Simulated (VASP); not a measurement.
All values below come from PBE GGA, VASP's PBE PAW potentials (set 64) (plane waves; VASP).

Input for VASP

### POSCAR
```
AlN
1
   -0.0000000000     2.2005493169     2.2005493169
    2.2005493169     0.0000000000     2.2005493169
    2.2005493169     2.2005493169    -0.0000000000
Al N
1 1
Direct
  0.0000000000   0.0000000000   0.0000000000
  0.2500000000   0.2500000000   0.2500000000
```

### INCAR
```
! general
SYSTEM  =  AlN
PREC    =  Accurate
ENCUT   =  520   ! plane-wave cut-off (eV)
LREAL   =  .FALSE.
LASPH   =  .TRUE.   ! aspherical one-centre terms
ICHARG  =  11   ! fixed density

! electronic loop
EDIFF   =  1E-6
NELM    =  100
ALGO    =  Normal

! smearing
ISMEAR  =  0   ! Gaussian
SIGMA   =  0.05

! functional
GGA     =  PE   ! PBE

! output
LWAVE   =  .FALSE.
LCHARG  =  .FALSE.
```

### KPOINTS
```
k-points along high-symmetry lines
15
Line-mode
Reciprocal
  0.000000   0.000000   0.000000 ! GAMMA
 -0.500000  -0.500000   0.000000 ! X

 -0.500000  -0.500000   0.000000 ! X
 -0.375000  -0.375000   0.250000 ! U

 -0.375000  -0.000000   0.375000 ! K
  0.000000   0.000000   0.000000 ! GAMMA

  0.000000   0.000000   0.000000 ! GAMMA
 -0.000000  -0.000000   0.500000 ! L

 -0.000000  -0.000000   0.500000 ! L
 -0.500000  -0.250000   0.250000 ! W

 -0.500000  -0.250000   0.250000 ! W
 -0.500000  -0.500000   0.000000 ! X
```

POTCAR, in this order: Al N (PBE.64 set). Program: vasp_std. Read from the step before: CHGCAR.

What VASP printed:

OSZICAR:
```
       N       E                     dE             d eps       ncg     rms          rms(c)
DAV:   1     0.110700348024E+02    0.11070E+02   -0.39097E+03  1456   0.821E+02
DAV:   2    -0.133738028085E+02   -0.24444E+02   -0.23004E+02  2000   0.127E+02
DAV:   3    -0.138358773268E+02   -0.46207E+00   -0.46207E+00  1656   0.227E+01
DAV:   4    -0.138376853345E+02   -0.18080E-02   -0.18080E-02  2184   0.133E+00
DAV:   5    -0.138376899865E+02   -0.46520E-05   -0.46520E-05  1696   0.507E-02
DAV:   6    -0.138376900497E+02   -0.63249E-07   -0.63249E-07  2096   0.465E-03
   1 F= -.13837690E+02 E0= -.13837690E+02  d E =-.112229E-18
```

**OUTCAR**
```
 val. band max:        5.7580292672   @ k =   0.0000   0.0000   0.0000

 cond. band min:       9.0639464684   @ k =  -0.5000  -0.5000   0.0000



 k-point     1 :       0.0000    0.0000    0.0000
  band No.  band energies     occupation
      1      -9.0924      2.00000
      2       5.7580      2.00000
      3       5.7580      2.00000
      4       5.7580      2.00000
      5       9.7549      0.00000
      6      18.0957      0.00000
      7      18.0957      0.00000
      8      18.0957      0.00000

 k-point     2 :      -0.0357   -0.0357    0.0000
  band No.  band energies     occupation
      1      -9.0680      2.00000
      2       5.6341      2.00000
      3       5.7308      2.00000
      4       5.7308      2.00000
      5       9.8909      0.00000
      6      18.0071      0.00000
      7      18.1322      0.00000
      8      18.1322      0.00000

 k-point     3 :      -0.0714   -0.0714    0.0000
  band No.  band energies     occupation
      1      -8.9951      2.00000
      2       5.3081      2.00000
      3       5.6515      2.00000
      4       5.6515      2.00000
      5      10.2474      0.00000
      6      17.7597      0.00000
      7      18.2392      0.00000
      8      18.2392      0.00000

 k-point     4 :      -0.1071   -0.1071    0.0000
  band No.  band energies     occupation
      1      -8.8751      2.00000
      2       4.8655      2.00000
      3       5.5272      2.00000
      4       5.5272      2.00000
      5      10.7198      0.00000
      6      17.3985      0.00000
      7      18.4101      0.00000
      8      18.4101      0.00000

 k-point     5 :      -0.1429   -0.1429    0.0000
  band No.  band energies     occupation
      1      -8.7107      2.00000
      2       4.3716      2.00000
      3       5.3677      2.00000
      4       5.3677      2.00000
      5      11.2028      0.00000
      6      16.9779      0.00000
      7      18.6355      0.00000
      8      18.6358      0.00000
...
```

The density is held fixed in this step, so its total energy and stress have no physical meaning.

The compound is AlN in the zinc blende structure, a metastable form; wurtzite is the usual one. It was relaxed first.
